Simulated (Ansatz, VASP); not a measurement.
# Mg4Sb2O9 (Mg4Sb2O9 (P-1)): VASP beside Ansatz, part 2 of 2

Aim: how closely do two programs agree when they are given the same cell, functional and k mesh? The structure shown is the start of the Ansatz relaxation below; VASP solves that cell, so the two are compared at the walk's first step.

VASP 6.6.1 and Ansatz 0.2.0.

So far: The structure; Ansatz: relaxation, PBEsol.

## Step 3: VASP: single point, PBEsol, start cell

Level of this step: PBEsol; plane waves and PAW (Mg, Sb, O) (VASP).

The same cell, functional, mesh and smearing now go to VASP, with its own data sets.

Lines of VASP's logs that name or quote its potential files are left out, and so is its time.

The input, INCAR:

```
SYSTEM = Mg4Sb2O9
PREC = Accurate
ENCUT = 520
EDIFF = 1E-06
NELM = 120
ISMEAR = -1
SIGMA = 0.01
LREAL = .FALSE.
ALGO = Normal
GGA = PS
NBANDS = 96
LORBIT = 11
LWAVE = .FALSE.
LCHARG = .FALSE.
ISIF = 2
LASPH = .TRUE.
GGA_COMPAT = .FALSE.
EFERMI = MIDGAP
KPAR = 4
```

The input, POSCAR:

```
Mg4Sb2O9
1.0
    5.1787900000      0.0000000000      0.0000000000
   -0.0722130000      5.5626940000      0.0000000000
   -2.5814830000     -1.6958810000     11.2922210000
Mg Sb O
8 4 18
Direct
    0.2247982367      0.4840560746      0.4202563871
    0.6166585120      0.3299339489      0.2301426796
    0.5370084303      0.8435507347      0.0966675201
    0.1118296444      0.8296280915      0.2327841441
    0.8881703531      0.1703717287      0.7672158559
    0.4629917628      0.1564492653      0.9033324799
    0.3833414855      0.6700658714      0.7698573204
    0.7752019119      0.5159438984      0.5797435243
    0.2856034786      0.9693732495      0.5729710745
    0.9433971869      0.6498232575      0.8937596067
    0.0566028106      0.3501765627      0.1062403933
    0.7143964769      0.0306267235      0.4270288369
    0.7248244712      0.9062265970      0.8335834022
    0.4250944915      0.6511572615      0.5961577443
    0.9830818236      0.4830112430      0.2633461566
    0.0637848402      0.2287086158      0.5024757309
    0.7803060881      0.9770522465      0.2718555544
    0.2918848429      0.8186712970      0.9327888641
    0.3603066622      0.8648599500      0.4042065773
    0.8777937001      0.6720485276      0.0579936400
    0.3725108245      0.5813161459      0.1657526894
    0.6274893686      0.4186838541      0.8342473106
    0.1222062999      0.3279514724      0.9420063600
    0.6396935309      0.1351400500      0.5957934227
    0.7081153057      0.1813286760      0.0672110473
    0.2196938649      0.0229475467      0.7281443571
    0.9362151573      0.7712912044      0.4975242691
    0.0169181294      0.5169885502      0.7366537548
    0.5749054640      0.3488427115      0.4038421671
    0.2751757219      0.0937734030      0.1664165978
```

The input, KPOINTS:

```
Automatic mesh
0
Gamma
5 5 3
0 0 0
```

Potentials, in the order of the species: Mg, Sb and O (PBE family, release 64).

Command:

```console
$ mpirun -np 4 vasp_std
```

Numbers of over 12 decimals in the logs are rounded to 6 here.

Log:

```text
[banner, memory and clock lines left out]
running    4 mpi-ranks, on    1 nodes
 distrk:  each k-point on    1 cores,    4 groups
 distr:  one band on    1 cores,    1 groups

 POSCAR found type information on POSCAR MgSbO
 POSCAR found :  3 types and      30 ions
|                                                                             |
|               ----> ADVICE to this user running VASP <----                  |
|                                                                             |
|     You have a (more or less) 'large supercell' and for larger cells it     |
|     might be more efficient to use real-space projection operators.         |
|     Therefore, try LREAL= Auto in the INCAR file.                           |
|     Mind: For very accurate calculation, you might also keep the            |
|     reciprocal projection scheme (i.e. LREAL=.FALSE.).                      |
|                                                                             |

|                                                                             |
|               ----> ADVICE to this user running VASP <----                  |
|                                                                             |
|     You enforced a specific xc type in the INCAR file but a different       |
|     [... a line on the potential file left out ...]
|     I HOPE YOU KNOW WHAT YOU ARE DOING!                                     |
|                                                                             |

 LDA part: xc-table for (Slater+PW92), standard interpolation
 POSCAR, INCAR and KPOINTS ok, starting setup
 FFT: planning ... GRIDC
 FFT: planning ... GRID_SOFT
 FFT: planning ... GRID
 WAVECAR not read
 entering main loop
       N       E                     dE             d eps       ncg     rms          rms(c)
DAV:   1     0.100302496111E+04    0.10030E+04   -0.69851E+04  7296   0.138E+03
DAV:   2    -0.130848463061E+03   -0.11339E+04   -0.10985E+04  9288   0.305E+02
DAV:   3    -0.217836134150E+03   -0.86988E+02   -0.86168E+02  8880   0.956E+01
DAV:   4    -0.219312134976E+03   -0.14760E+01   -0.14714E+01  8728   0.135E+01
DAV:   5    -0.219345495255E+03   -0.33360E-01   -0.33333E-01  8624   0.201E+00    0.333E+01
DAV:   6    -0.192695174816E+03    0.26650E+02   -0.10230E+02  8536   0.328E+01    0.167E+01
DAV:   7    -0.192724269201E+03   -0.29094E-01   -0.63225E+00  8512   0.788E+00    0.602E+00
DAV:   8    -0.192484417579E+03    0.23985E+00   -0.30678E-01  8776   0.268E+00    0.304E+00
DAV:   9    -0.192402830501E+03    0.81587E-01   -0.10438E-01  8808   0.216E+00    0.505E-01
DAV:  10    -0.192404464759E+03   -0.16343E-02   -0.52168E-02  8816   0.975E-01    0.305E-01
DAV:  11    -0.192404070359E+03    0.39440E-03   -0.39591E-03  8744   0.279E-01    0.222E-01
DAV:  12    -0.192403527558E+03    0.54280E-03   -0.29667E-03  8832   0.299E-01    0.885E-02
DAV:  13    -0.192403354320E+03    0.17324E-03   -0.85676E-04  9624   0.188E-01    0.667E-02
DAV:  14    -0.192403310717E+03    0.43603E-04   -0.85925E-04  8576   0.130E-01    0.351E-02
DAV:  15    -0.192403292460E+03    0.18256E-04   -0.12179E-04  8872   0.512E-02    0.172E-02
DAV:  16    -0.192403286920E+03    0.55403E-05   -0.25965E-05  8800   0.237E-02    0.817E-03
DAV:  17    -0.192403285282E+03    0.16381E-05   -0.37883E-06  8168   0.120E-02    0.401E-03
DAV:  18    -0.192403285317E+03   -0.35192E-07   -0.43157E-06  7880   0.966E-03
   1 F= -.19240329E+03 E0= -.19240329E+03  d E =0.000000E+00
```

Parts of OUTCAR (step 3):

```text
ion  position               nearest neighbor table
   1  0.225  0.484  0.420-  15 1.98  29 2.01  16 2.09  14 2.16  19 2.27  27 2.42   9 2.99   8 3.03
                             4 3.08   8 3.28   2 3.36   2 3.45  11 3.55   9 3.57  12 3.60  12 3.65
   2  0.617  0.330  0.230-  15 2.00  21 2.01  29 2.08  30 2.12  25 2.12  17 2.22   3 2.90  11 2.95
                            11 2.97  12 2.99   1 3.36   3 3.43   1 3.45
   3  0.537  0.844  0.097-  21 2.03  18 2.04  20 2.12  30 2.16  25 2.17  17 2.18   2 2.90   4 3.00
                             6 3.01   4 3.06   2 3.43  10 3.50  10 3.57  11 3.71
   4  0.112  0.830  0.233-  30 2.02  17 2.03  19 2.11  21 2.13  15 2.14  20 2.19  11 2.84   3 3.00
                             3 3.06   1 3.08  11 3.42  12 3.47  12 3.50
   5  0.888  0.170  0.767-  13 2.02  26 2.03  24 2.11  22 2.13  28 2.14  23 2.19  10 2.84   6 3.00
                             6 3.06   8 3.08  10 3.42   9 3.47   9 3.50
   6  0.463  0.156  0.903-  22 2.03  25 2.04  23 2.12  13 2.16  18 2.17  26 2.18   7 2.90   5 3.00
                             3 3.01   5 3.06   7 3.43  11 3.50  11 3.57  10 3.71
   7  0.383  0.670  0.770-  28 2.00  22 2.01  14 2.08  13 2.12  18 2.12  26 2.22   6 2.90  10 2.95
                            10 2.97   9 2.99   8 3.36   6 3.43   8 3.45
   8  0.775  0.516  0.580-  28 1.98  14 2.01  27 2.09  29 2.16  24 2.27  16 2.42  12 2.99   1 3.03
                             5 3.08   1 3.28   7 3.36   7 3.45  10 3.55  12 3.57   9 3.60   9 3.65
   9  0.286  0.969  0.573-  26 1.90  14 1.95  24 1.99  16 2.01  27 2.06  19 2.10   7 2.99   1 2.99
                            12 3.12  12 3.13   5 3.47   5 3.50   1 3.57   8 3.60   8 3.65
  10  0.943  0.650  0.894-  13 1.95  18 1.95  22 2.00  28 2.00  20 2.01  23 2.12   5 2.84   7 2.95
                             7 2.97  11 3.14   5 3.42   3 3.50   8 3.55   3 3.57   6 3.71
  11  0.057  0.350  0.106-  30 1.95  25 1.95  21 2.00  15 2.00  23 2.01  20 2.12   4 2.84   2 2.95
                             2 2.97  10 3.14   4 3.42   6 3.50   1 3.55   6 3.57   3 3.71
  12  0.714  0.031  0.427-  17 1.90  29 1.95  19 1.99  27 2.01  16 2.06  24 2.10   2 2.99   8 2.99
                             9 3.12   9 3.13   4 3.47   4 3.50   8 3.57   1 3.60   1 3.65
  13  0.725  0.906  0.834-  10 1.95   5 2.02   7 2.12   6 2.16
  14  0.425  0.651  0.596-   9 1.95   8 2.01   7 2.08   1 2.16
  15  0.983  0.483  0.263-   1 1.98  11 2.00   2 2.00   4 2.14
  16  0.064  0.229  0.502-   9 2.01  12 2.06   1 2.09   8 2.42
  17  0.780  0.977  0.272-  12 1.90   4 2.03   3 2.18   2 2.22
  18  0.292  0.819  0.933-  10 1.95   3 2.04   7 2.12   6 2.17
  19  0.360  0.865  0.404-  12 1.99   9 2.10   4 2.11   1 2.27
  20  0.878  0.672  0.058-  10 2.01  11 2.12   3 2.12   4 2.19
  21  0.373  0.581  0.166-  11 2.00   2 2.01   3 2.03   4 2.13
  22  0.627  0.419  0.834-  10 2.00   7 2.01   6 2.03   5 2.13
  23  0.122  0.328  0.942-  11 2.01  10 2.12   6 2.12   5 2.19
  24  0.640  0.135  0.596-   9 1.99  12 2.10   5 2.11   8 2.27
  25  0.708  0.181  0.067-  11 1.95   6 2.04   2 2.12   3 2.17
  26  0.220  0.023  0.728-   9 1.90   5 2.03   6 2.18   7 2.22
  27  0.936  0.771  0.498-  12 2.01   9 2.06   8 2.09   1 2.42
  28  0.017  0.517  0.737-   8 1.98  10 2.00   7 2.00   5 2.14
  29  0.575  0.349  0.404-  12 1.95   1 2.01   2 2.08   8 2.16
  30  0.275  0.094  0.166-  11 1.95   4 2.02   2 2.12   3 2.16

  LATTYP: Found a triclinic cell.
 ALAT       =     5.5631627025
 B/A-ratio  =     1.3750477175
 C/A-ratio  =     2.7807140560
 COS(alpha) =     0.0000608899
 COS(beta)  =     0.4627258889
 COS(gamma) =     0.7360353343

 Subroutine GETGRP returns: Found  2 space group operations
 (whereof  2 operations were pure point group operations)

The static configuration has the point symmetry S_2 .

 Found     38 irreducible k-points:

   k-points           NKPTS =     38   k-points in BZ     NKDIM =     38   number of bands    NBANDS=     96

   dimension x,y,z NGX =    40 NGY =   42 NGZ =   90
   dimension x,y,z NGXF=    80 NGYF=   84 NGZF=  180

   ENCUT  =  520.0 eV  38.22 Ry    6.18 a.u.   9.63 10.34 21.77*2*pi/ulx,y,z

   NELECT =     144.0000    total number of electrons

 k-points in reciprocal lattice and weights: Automatic mesh
   0.00000000  0.00000000  0.00000000       0.013
   0.20000000  0.00000000  0.00000000       0.027
   0.40000000  0.00000000  0.00000000       0.027
   0.00000000  0.20000000 -0.00000000       0.027
   0.20000000  0.20000000  0.00000000       0.027
   0.40000000  0.20000000  0.00000000       0.027
  -0.40000000  0.20000000 -0.00000000       0.027
  -0.20000000  0.20000000 -0.00000000       0.027
   0.00000000  0.40000000 -0.00000000       0.027
[...]
-0.40000000 -0.20000000  0.33333333       0.027
  -0.20000000 -0.20000000  0.33333333       0.027

 average (electrostatic) potential at core
       1 -34.4805       2 -33.4477       3 -33.7283       4 -33.8675       5 -33.8675
       6 -33.7283       7 -33.4477       8 -34.4805       9 -88.3894      10 -87.5151
      11 -87.5151      12 -88.3894      13 -68.9367      14 -69.3918      15 -68.7688
      16 -70.4357      17 -69.4226      18 -68.8334      19 -70.3870      20 -69.5627
      21 -68.5506      22 -68.5506      23 -69.5627      24 -70.3870      25 -68.8335
      26 -69.4226      27 -70.4357      28 -68.7688      29 -69.3918      30 -68.9368

 E-fermi :   5.1769

 k-point     1 :       0.0000    0.0000    0.0000
  band No.  band energies     occupation
    ...
     68       3.6055      2.00000
     69       3.7035      2.00000
     70       3.7239      2.00000
     71       3.8317      2.00000
     72       3.8616      2.00000
     73       6.3860      0.00000
     74       8.0524      0.00000
     75       8.4849      0.00000
     76       8.9478      0.00000
     77      10.5981      0.00000
    ...

 k-point     2 :       0.2000    0.0000    0.0000
  band No.  band energies     occupation
    ...
     68       3.5884      2.00000
     69       3.6576      2.00000
     70       3.7300      2.00000
     71       3.8123      2.00000
     72       3.9396      2.00000
     73       6.8917      0.00000
     74       8.1757      0.00000
     75       8.4470      0.00000
     76       8.9457      0.00000
     77      10.6882      0.00000
    ...

 k-point     3 :       0.4000    0.0000    0.0000
  band No.  band energies     occupation
    ...
     68       3.6148      2.00000
     69       3.6418      2.00000
     70       3.7110      2.00000
     71       3.8806      2.00000
     72       3.9570      2.00000
     73       7.6303      0.00000
     74       8.1505      0.00000
     75       8.5419      0.00000
     76       8.8944      0.00000
     77      10.8315      0.00000
    ...

  Total        4.1367185      3.8431285      3.9631916     -0.0631676     -0.1658000     -0.0412692
  in kB       20.3738786     18.9279095     19.5192359     -0.3111087     -0.8165866     -0.2032562
  external PRESSURE =      19.6070080 kB  Pullay stress =       0.0000000 kB

  energy-cutoff  :      520.00
  volume of cell :      325.31
      direct lattice vectors                 reciprocal lattice vectors
     5.178790000  0.000000000  0.000000000     0.193095298  0.002506697  0.044519434
    -0.072213000  5.562694000  0.000000000     0.000000000  0.179769011  0.026997953
    -2.581483000 -1.695881000 11.292221000     0.000000000  0.000000000  0.088556538

 POSITION                                       TOTAL-FORCE (eV/Angst)
 -----------------------------------------------------------------------------------
      0.04434      1.97995      4.74563        -0.020900     -0.020531      0.018655
      2.57561      1.44503      2.59882         0.019564      0.033845     -0.021493
      2.47059      4.52848      1.09159        -0.046591     -0.027767     -0.028269
     -0.08170      4.22019      2.62865         0.074706      0.010852      0.001310
      2.60679     -0.35338      8.66357        -0.074706     -0.010852     -0.001310
      0.05450     -0.66166     10.20063         0.046591      0.027767      0.028269
     -0.05052      2.42179      8.69340        -0.019564     -0.033845      0.021493
      2.48075      1.88686      6.54659         0.020900      0.020531     -0.018655
     -0.07004      4.42064      6.47012         0.022309      0.093684     -0.104576
      2.53150      2.09906     10.09253        -0.005526      0.001861      0.095050
     -0.00641      1.76775      1.19969         0.005526     -0.001861     -0.095050
      2.59513     -0.55382      4.82210        -0.022309     -0.093684      0.104576
      1.53639      3.62740      9.41301        -0.178625      0.201891     -0.102615
      0.61548      2.61118      6.73194         0.028194     -0.256688     -0.001832
      4.37647      2.24024      2.97376        -0.084358      0.089400      0.176471
     -0.98332      0.42010      5.67407        -0.021875      0.301398     -0.003030
      3.26869      4.97401      3.06985         0.098263      0.016576     -0.342991
     -0.95549      2.97212     10.53326         0.257383      0.158543      0.035071
      0.76005      4.12547      4.56439        -0.175407     -0.167394     -0.176497
      4.34767      3.64005      0.65488        -0.157302      0.109776      0.212518
      1.45929      2.95259      1.87172         0.128512      0.141345      0.097315
      1.06581      0.91423      9.42050        -0.128512     -0.141345     -0.097315
     -1.82258      0.22676     10.63734         0.157302     -0.109776     -0.212518
      1.76505     -0.25865      6.72783         0.175407      0.167394      0.176497
      3.48058      0.89469      0.75896        -0.257383     -0.158543     -0.035071
     -0.74360     -1.10720      8.22237        -0.098263     -0.016576      0.342991
      3.50841      3.44671      5.61815         0.021875     -0.301398      0.003030
     -1.85138      1.62657      8.31846         0.084358     -0.089400     -0.176471
      1.90961      1.25564      4.56028        -0.028194      0.256688      0.001832
      0.98870      0.23941      1.87921         0.178625     -0.201891      0.102615
 -----------------------------------------------------------------------------------
    total drift:                               -0.004716      0.003715      0.004825

  FREE ENERGIE OF THE ION-ELECTRON SYSTEM (eV)
  ---------------------------------------------------
  free  energy   TOTEN  =      -192.4032853171 eV

  energy  without entropy=     -192.4032853171  energy(sigma->0) =     -192.40328532

 total charge
# of ion       s       p       d       tot
------------------------------------------
    1        0.139   0.157   0.066   0.363
    2        0.151   0.180   0.079   0.410
    3        0.135   0.157   0.067   0.360
    4        0.143   0.169   0.073   0.385
    5        0.143   0.169   0.073   0.385
    6        0.135   0.157   0.067   0.360
    7        0.151   0.180   0.079   0.410
    8        0.139   0.157   0.066   0.363
    9        0.940   1.098   0.293   2.332
   10        0.937   1.090   0.293   2.320
   11        0.937   1.090   0.293   2.320
   12        0.940   1.098   0.293   2.332
   13        1.555   3.515   0.000   5.070
   14        1.556   3.521   0.000   5.077
   15        1.554   3.531   0.000   5.085
   16        1.566   3.487   0.000   5.052
   17        1.559   3.503   0.000   5.062
   18        1.554   3.505   0.000   5.059
   19        1.566   3.490   0.000   5.056
   20        1.562   3.488   0.000   5.051
   21        1.554   3.521   0.000   5.074
   22        1.554   3.521   0.000   5.074
   23        1.562   3.488   0.000   5.051
   24        1.566   3.490   0.000   5.056
   25        1.554   3.505   0.000   5.059
   26        1.559   3.503   0.000   5.062
   27        1.566   3.487   0.000   5.052
   28        1.554   3.531   0.000   5.085
   29        1.556   3.521   0.000   5.077
   30        1.555   3.515   0.000   5.070
--------------------------------------------------
tot         32.942  68.823   1.744 103.509

[... 3 further parts left out ...]
```

The run ends at a pressure of 1.96 GPa, with forces up to 0.36 eV/Å.

## Step 4: Differences

Known differences besides the potentials themselves: the data sets hold 248 valence electrons in Ansatz (on its default PAW (the set named soft_2) files) and 144 in VASP; the cutoff is 420 eV in Ansatz and 520 eV in VASP; Ansatz makes its cores anew for this functional, VASP keeps those of its PBE data sets. Total energies have different zeros and are not compared.

Forces on 8 of the 30 atoms, those with the largest forces and the largest differences (eV/Å; atoms numbered as in POSCAR):

| atom | Ansatz x, y, z | VASP x, y, z |
| --- | --- | --- |
| Sb12 | -0.012, -0.058, -0.064 | -0.022, -0.094, 0.105 |
| O16 | -0.004, 0.255, 0.018 | -0.022, 0.301, -0.003 |
| O17 | 0.019, 0.015, -0.153 | 0.098, 0.017, -0.343 |
| O18 | 0.148, 0.105, 0.009 | 0.257, 0.159, 0.035 |
| O19 | -0.097, -0.132, -0.180 | -0.175, -0.167, -0.176 |
| O25 | -0.148, -0.105, -0.009 | -0.257, -0.159, -0.035 |
| O26 | -0.019, -0.015, 0.153 | -0.098, -0.017, 0.343 |
| O27 | 0.004, -0.255, -0.018 | 0.022, -0.301, 0.003 |

The forces differ by 57 meV/Å r.m.s., which is 43.7 % of the r.m.s. force of 0.131 eV/Å (both taken over all components).

## Step 5: Results

```yaml
r_m_s_force_difference_single_point_pbesol_start_cell: 57 meV/Å
```

What this shows: The r.m.s. force difference is 57 meV/Å (single point, PBEsol, start cell), beyond the 12 meV/Å picked in this series as the mark of a large difference. The data sets hold unlike numbers of valence electrons (248 in Ansatz and 144 in VASP), so part of the differences comes from the potentials. What causes the difference of the single point, PBEsol, start cell pair stays open here. How closely two codes agree says nothing of how well the functional describes the real material.

[Lines on the potential files, build, host, timing and source positions are cut from VASP's logs without a mark.]

[Logs are printed without paths, hosts, clocks, repeated set-up lines and the standing remarks that a program may print on its own settings, such as how far it seeks lower states.]

[Hosts, paths, dates, database ids (printed as entryN), source tags and the programs' standing remarks are cut or masked in the printed files.]
